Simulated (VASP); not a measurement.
# ZnS: relaxation of cell and atoms with PBE

Crystal: ZnS.

```
CELL_PARAMETERS angstrom
3.80000 0.00000 0.00000
-1.90000 3.29090 0.00000
0.00000 0.00000 6.23000
ATOMIC_POSITIONS crystal
Zn 0.33333 0.66667 0.00000
Zn 0.66667 0.33333 0.50000
S 0.33333 0.66667 0.37700
S 0.66667 0.33333 0.87700
```

The cell was built by a generator and needn't be a form met in nature.

```json
{
 "Program": "VASP 6.6.1",
 "Task": "relaxation of cell and atoms",
 "Functional": "PBE",
 "Potentials or basis": "VASP PAW PBE potentials, release 64 (Zn, S)",
 "Cutoff": "700 eV",
 "k mesh": "8 × 8 × 6",
 "Occupations": "gaussian, width 0.02 eV",
 "Spin": "no spin polarisation",
 "Further INCAR settings": "ALGO = Normal; EDIFF = 1e-06; IBRION = 2; EDIFFG = -0.005; NSW = 60; ISIF = 3"
}
```

```yaml
Relaxed_volume: 20.25 Å³/atom
Relaxed_cell: a = 3.850 Å, b = 3.850 Å, c = 6.311 Å, α = 90.00°, β = 90.00°, γ = 120.00°
Space_group_after_relaxing_to_0.05_Å: P6_3mc (No. 186)
Energy_gained_by_relaxing: 6.9 meV/atom
Ionic_steps: 8
Pressure_after_relaxing: 0.0 GPa
Band_gap_on_the_k_mesh: 2.07 eV, direct
```

The path:
```
step  energy change (eV)  largest force (eV/Å)  pressure (GPa)  volume (Å³)
   1              0.0000                0.0958            2.88        77.91
   2             -0.0248                0.0104           -0.78        81.92
   3             -0.0273                0.0279           -0.03        80.96
   4             -0.0273                0.0290            0.07        80.90
   5             -0.0274                0.0191            0.06        80.89
   6             -0.0276                0.0031            0.09        80.87
   7             -0.0275                0.0003           -0.05        81.05
   8             -0.0276                0.0007           -0.03        80.99
```

Final structure:
```
Zn S
1.0
     3.84967    0.00000    0.00000
    -1.92484    3.33392    0.00000
     0.00000    0.00000    6.31073
Zn S
2 2
Direct
  0.33333 0.66667 0.00121
  0.66667 0.33333 0.50121
  0.33333 0.66667 0.37579
  0.66667 0.33333 0.87579
```

Levels at points of the mesh, in eV from the valence-band top:
```
           k point  band 15  band 16  band 17  band 18  band 19  band 20  band 21  band 22
(0.00, 0.00, 0.00)    -0.85    -0.07     0.00     0.00     2.07     3.04     6.33     6.33
(0.50, 0.00, 0.00)    -3.13    -2.13    -1.60    -0.84     3.69     4.17     5.14     6.93
(0.00, 0.00, 0.50)    -0.44    -0.44    -0.44    -0.44     3.47     3.47     6.76     6.76
(0.50, 0.00, 0.50)    -1.56    -1.56    -1.53    -1.53     3.54     3.54     5.24     5.24
```

It took 2.8 min on 1 thread of Intel(R) Xeon(R) 6975P-C (Granite Rapids) (shared host), peak memory 0.32 GiB.
